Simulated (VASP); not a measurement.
All values below come from PBEsol GGA, VASP's PBE PAW potentials (set 64) (plane waves; VASP 6.6.1).

A VASP calculation is set up with these files.

POSCAR:
```
Y
1
    1.8006881204    -3.1188835783    -0.0000000000
    1.8006881204     3.1188835783    -0.0000000000
   -0.0000000000    -0.0000000000     5.5453290435
Y
2
Direct
  0.3333330000   0.6666670000   0.2500000000
  0.6666670000   0.3333330000   0.7500000000
```

KPOINTS:
```
k-points along high-symmetry lines
10
Line-mode
Reciprocal
  0.000000   0.000000   0.000000 ! GAMMA
 -0.000000   0.500000   0.000000 ! M

 -0.000000   0.500000   0.000000 ! M
 -0.333333   0.666667   0.000000 ! K

 -0.333333   0.666667   0.000000 ! K
  0.000000   0.000000   0.000000 ! GAMMA

  0.000000   0.000000   0.000000 ! GAMMA
  0.000000   0.000000   0.500000 ! A

  0.000000   0.000000   0.500000 ! A
 -0.000000   0.500000   0.500000 ! L

 -0.000000   0.500000   0.500000 ! L
 -0.333333   0.666667   0.500000 ! H

 -0.333333   0.666667   0.500000 ! H
  0.000000   0.000000   0.500000 ! A

 -0.000000   0.500000   0.500000 ! L
 -0.000000   0.500000   0.000000 ! M

 -0.333333   0.666667   0.500000 ! H
 -0.333333   0.666667   0.000000 ! K
```

### INCAR
```
SYSTEM = Y
PREC = Accurate
ENCUT = 520
EDIFF = 1E-7
NELM = 100
ALGO = Normal
LREAL = .FALSE.
LASPH = .TRUE.
ISMEAR = 0
SIGMA = 0.05
GGA = PS
LMAXMIX = 4
LWAVE = .FALSE.
LCHARG = .FALSE.
LORBIT = 11
ICHARG = 11
```

POTCAR, in this order: Y_sv (PBE.64 set). Program: vasp_std. Read from the step before: CHGCAR.

Q: What will the output report for the number of irreducible k-points (NKPTS), largest plane-wave count, number of space-group operations, FFT grid (NGX, NGY, NGZ)?

A: 
| Property | Value |
|---|---|
| number of irreducible k-points (NKPTS) | 90 |
| largest plane-wave count | 1709 |
| number of space-group operations | 24 |
| FFT grid (NGX, NGY, NGZ) | 28 × 28 × 42 |

The compound is Y in the hcp structure. It was relaxed first, which changed the volume by -6 %.
